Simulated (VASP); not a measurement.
Input of a VASP 6.6.1 run:

Contents of POSCAR:

```
SnO
1.0
    3.8020000000      0.0000000000      0.0000000000
    0.0000000000      3.8020000000      0.0000000000
    0.0000000000      0.0000000000      4.8360000000
Sn O
2 2
Direct
    0.0000000000      0.5000000000      0.2385000000
    0.5000000000      0.0000000000      0.7615000000
    0.0000000000      0.0000000000      0.0000000000
    0.5000000000      0.5000000000      0.0000000000
```

The input INCAR.step1:

```
SYSTEM = SnO
PREC     = Accurate       ! precision mode
ENCUT    = 520            ! plane-wave cutoff, eV
EDIFF    = 1E-5           ! SCF threshold, eV
ISMEAR   = 0              ! smearing method
SIGMA    = 0.02           ! smearing width, eV
LREAL    = .False.        ! projectors in reciprocal space
LASPH    = .True.         ! aspherical terms in the spheres
NELM     = 80             ! most SCF steps
ALGO     = Normal         ! electronic algorithm
ISIF     = 2              ! what is computed and relaxed
LWAVE    = .True.         ! write WAVECAR
LCHARG   = .False.        ! write CHGCAR
GGA      = PE             ! functional
```

Contents of INCAR.step2:

```
SYSTEM = SnO
PREC     = Accurate       ! precision mode
ENCUT    = 520            ! plane-wave cutoff, eV
EDIFF    = 1E-6           ! SCF threshold, eV
ISMEAR   = 0              ! smearing method
SIGMA    = 0.02           ! smearing width, eV
LREAL    = .False.        ! projectors in reciprocal space
LASPH    = .True.         ! aspherical terms in the spheres
NELM     = 80             ! most SCF steps
ALGO     = Normal         ! electronic algorithm
ISIF     = 2              ! what is computed and relaxed
LWAVE    = .False.        ! write WAVECAR
LCHARG   = .False.        ! write CHGCAR
GGA      = PE             ! functional
LHFCALC  = .True.         ! exact exchange
AEXX     = 0.25           ! exact-exchange fraction
PRECFOCK = Fast         
ISTART   = 1
```

File KPOINTS:

```
Automatic mesh
0
Gamma
  6 6 4
  0 0 0
```

Potentials or basis: VASP PAW PBE potentials, release 64 (Sn_d, O).

Command:

```bash
$ cat potpaw_PBE.64/Sn_d/POTCAR potpaw_PBE.64/O/POTCAR > POTCAR
$ cp INCAR.step1 INCAR
$ mpirun -np 1 vasp_std > vasp.out
$ cp INCAR.step2 INCAR
$ mpirun -np 1 vasp_std > vasp.out
```

**Question.** Estimate the band gap on the k mesh.

**Answer.** 1.02 eV, indirect (least direct gap 3.30 eV).

**Question.** Predict the largest force.

**Answer.** 0.201 eV/Å.

**Question.** Estimate the pressure.

**Answer.** -0.1 GPa.

Stress tensor (GPa, compression positive):
```
-0.13  0.00  0.00
 0.00 -0.13  0.00
 0.00  0.00  0.09
```

Caveat: the PAW data sets were made with another functional, which shifts forces and pressure a little; spin-orbit coupling is left out, which moves the levels of the heavy elements. A k mesh can miss the band edges.
